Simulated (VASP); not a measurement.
Method: PBE GGA, VASP's PBE PAW potentials (set 64) (plane waves; VASP 6.6.1).

A VASP calculation is set up with these files.

**POSCAR**
```
KI
3.5930910
  0.0000000000   1.0000000567   1.0000000567
  1.0000000567   0.0000000000   1.0000000567
  1.0000000567   1.0000000567   0.0000000000
K I
1 1
Direct
  0.0000000000   0.0000000000   0.0000000000
  0.5000000000   0.5000000000   0.5000000000
```

File KPOINTS:
```
Automatic mesh
0
Gamma
6 6 6
0 0 0
```

### INCAR
```
# general
SYSTEM  = KI
PREC    = Accurate
ENCUT   = 480
LREAL   = .False.
LASPH   = .True.

# electronic loop
EDIFF   = 1E-7
NELM    = 100
ALGO    = Normal
LMAXMIX = 4

# smearing
ISMEAR  = 0
SIGMA   = 0.05

# functional
GGA     = PE

# ions
ISIF    = 2

# output
LWAVE   = .False.
LCHARG  = .False.
```

POTCAR, in this order: K_sv I (PBE.64 set). Program: vasp_std.

Output

**OUTCAR**
```
 ion  position               nearest neighbor table
   1  0.000  0.000  0.000-   2 3.59   2 3.59   2 3.59   2 3.59   2 3.59   2 3.59
   2  0.500  0.500  0.500-   1 3.59   1 3.59   1 3.59   1 3.59   1 3.59   1 3.59
  LATTYP: Found a face centered cubic cell.
 ALAT       =     7.1861824074
 Subroutine PRICEL returns:
 Original cell was already a primitive cell.
 Subroutine GETGRP returns: Found 48 space group operations
The static configuration has the point symmetry O_h .
The dynamic configuration has the point symmetry O_h .
 Subroutine INISYM returns: Found 48 space group operations
 Subroutine IBZKPT returns following result:
 Found     16 irreducible k-points:

 Following reciprocal coordinates:
            Coordinates               Weight
  0.000000  0.000000  0.000000      1.000000
  0.166667  0.000000  0.000000      8.000000
  0.333333  0.000000  0.000000      8.000000
  0.500000  0.000000  0.000000      4.000000
  0.166667  0.166667  0.000000      6.000000
  0.333333  0.166667  0.000000     24.000000
  0.500000  0.166667  0.000000     24.000000
 -0.333333  0.166667  0.000000     24.000000
 -0.166667  0.166667  0.000000     12.000000
  0.333333  0.333333  0.000000      6.000000
  0.500000  0.333333  0.000000     24.000000
 -0.333333  0.333333  0.000000     12.000000
  0.500000  0.500000  0.000000      3.000000
  0.500000  0.333333  0.166667     24.000000
 -0.333333  0.333333  0.166667     24.000000
 -0.333333  0.500000  0.166667     12.000000
   k-points           NKPTS =     16   k-points in BZ     NKDIM =     16   number of bands    NBANDS=     12
   number of dos      NEDOS =    301   number of ions     NIONS =      2
   total plane-waves  NPLWV =  46656
   dimension x,y,z NGX =    36 NGY =   36 NGZ =   36
   dimension x,y,z NGXF=    72 NGYF=   72 NGZF=   72
   ions per type =               1   1
   PREC   = accura    normal or accurate (medium, high low for compatibility)
   ISTART =      0    job   : 0-new  1-cont  2-samecut
   ICHARG =      2    charge: 1-file 2-atom 10-const
   ISPIN  =      1    spin polarized calculation?
   LNONCOLLINEAR =      F non collinear calculations
   LSORBIT =      F    spin-orbit coupling
   INIWAV =      1    electr: 0-lowe 1-rand  2-diag
   ENCUT  =  480.0 eV  35.28 Ry    5.94 a.u.   9.08  9.08  9.08*2*pi/ulx,y,z
   NELM   =    100;   NELMIN=  2; NELMDL= -5     # of ELM steps
   EDIFF  = 0.1E-06   stopping-criterion for ELM
   LREAL  =      F    real-space projection
   NLSPLINE    = F    spline interpolate recip. space projectors
   LMAXMIX     =    4 max onsite mixed and CHGCAR
   VOSKOWN=      0    Vosko Wilk Nusair interpolation
   EDIFFG = 0.1E-05   stopping-criterion for IOM
   NSW    =      0    number of steps for IOM
   NBLOCK =      1;   KBLOCK =      1    inner block; outer block
   IBRION =     -1    ionic relax: 0-MD 1-quasi-New 2-CG
   NFREE  =      0    steps in history (QN), initial steepest desc. (CG)
   ISIF   =      2    stress and relaxation
   ISYM   =      2    0-nonsym 1-usesym 2-fastsym
   TEIN   =    0.0    initial temperature
   TEBEG  =    0.0;   TEEND  =   0.0 temperature during run
   SMASS  =  -3.00    Nose mass-parameter (am)
   PSTRESS=    0.0 pullay stress
   NELECT =      16.0000    total number of electrons
   EFERMI =   0.00;   METHOD = LEGACY
   ISMEAR =     0;   SIGMA  =   0.05  broadening in eV -4-tet -1-fermi 0-gaus
   IALGO  =     38    algorithm
   LDIAG  =      T    sub-space diagonalisation (order eigenvalues)
   IMIX   =      4    mixing-type and parameters
     AMIX     =   0.40;   BMIX     =  1.00
     AMIX_MAG =   1.60;   BMIX_MAG =  1.00
     AMIN     =   0.10
   GGA     = PE    functional components
   VOSKOWN =     0    Vosko Wilk Nusair interpolation
   LHFCALC =     F    Hartree Fock is set to
...
```

File OSZICAR:
```
       N       E                     dE             d eps       ncg     rms          rms(c)
DAV:   1     0.897060654848E+02    0.89706E+02   -0.63295E+03   384   0.105E+03
DAV:   2     0.267753631985E+00   -0.89438E+02   -0.83722E+02   464   0.234E+02
DAV:   3    -0.537236719376E+01   -0.56401E+01   -0.56153E+01   504   0.564E+01
DAV:   4    -0.565460619425E+01   -0.28224E+00   -0.28195E+00   712   0.108E+01
DAV:   5    -0.565535546663E+01   -0.74927E-03   -0.74926E-03   492   0.612E-01    0.279E+00
DAV:   6    -0.556409968689E+01    0.91256E-01   -0.13237E-01   456   0.219E+00    0.203E+00
DAV:   7    -0.555807405419E+01    0.60256E-02   -0.13650E-01   480   0.204E+00    0.802E-01
DAV:   8    -0.556425587167E+01   -0.61818E-02   -0.14557E-02   492   0.877E-01    0.106E-01
DAV:   9    -0.556482963582E+01   -0.57376E-03   -0.11874E-03   496   0.218E-01    0.679E-02
DAV:  10    -0.556500870820E+01   -0.17907E-03   -0.18570E-04   464   0.957E-02    0.171E-02
DAV:  11    -0.556502488892E+01   -0.16181E-04   -0.33349E-05   460   0.361E-02    0.124E-02
DAV:  12    -0.556502639831E+01   -0.15094E-05   -0.44770E-06   460   0.165E-02    0.102E-02
DAV:  13    -0.556502683373E+01   -0.43542E-06   -0.12754E-06   476   0.683E-03    0.321E-03
DAV:  14    -0.556502669073E+01    0.14300E-06   -0.57294E-08   340   0.216E-03    0.330E-04
DAV:  15    -0.556502671842E+01   -0.27691E-07   -0.10542E-08   316   0.998E-04
   1 F= -.55650267E+01 E0= -.55650267E+01  d E =-.417277E-11
```

OUTCAR:
```
------------------------ aborting loop because EDIFF is reached ----------------------------------------
  FORCE on cell =-STRESS in cart. coord.  units (eV):
  Direction    XX          YY          ZZ          XY          YZ          ZX
  --------------------------------------------------------------------------------------
  Total        0.0016637      0.0016637      0.0016637     -0.0000000      0.0000000      0.0000000
  in kB        0.0287311      0.0287311      0.0287311     -0.0000000      0.0000000      0.0000000
  external PRESSURE =       0.0287311 kB  Pullay stress =       0.0000000 kB
  volume of cell :       92.78
      direct lattice vectors                 reciprocal lattice vectors
     0.000000000  3.593091204  3.593091204    -0.139155944  0.139155944  0.139155944
     3.593091204  0.000000000  3.593091204     0.139155944 -0.139155944  0.139155944
     3.593091204  3.593091204  0.000000000     0.139155944  0.139155944 -0.139155944
  FREE ENERGIE OF THE ION-ELECTRON SYSTEM (eV)
  ---------------------------------------------------
  free  energy   TOTEN  =        -5.5650267184 eV

  energy  without entropy=       -5.5650267184  energy(sigma->0) =       -5.56502672
```
(Selected blocks of OUTCAR.)

The compound is KI in the rock salt structure. It was relaxed first, which changed the volume by +5 %.
